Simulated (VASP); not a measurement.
Given:

```yaml
crystal:
  lattice:
    - [0.00000, 2.17968, 2.17968]
    - [2.17968, 0.00000, 2.17968]
    - [2.17968, 2.17968, 0.00000]
  atoms:
    - { symbol: Si, position: [0.00000, 0.00000, 0.00000] }
    - { symbol: C, position: [0.25000, 0.25000, 0.25000] }
```

Method: PBEsol GGA, VASP's PBE PAW potentials (set 64) (plane waves; VASP 6.6.1). Settings: 520 eV cut-off, 9×9×9 Γ-centred mesh, Gaussian smearing of 0.050 eV, potentials Si C.

Question: What does the run give for the energy per atom (σ→0)?

Answer: 
```json
{
  "energy per atom (σ→0)": "-7.957 eV/atom"
}
```

The structure was generated: SiC was put into the zinc blende type (F-43m), which need not be its known phase. It was relaxed first. The start is the result of an earlier pass.
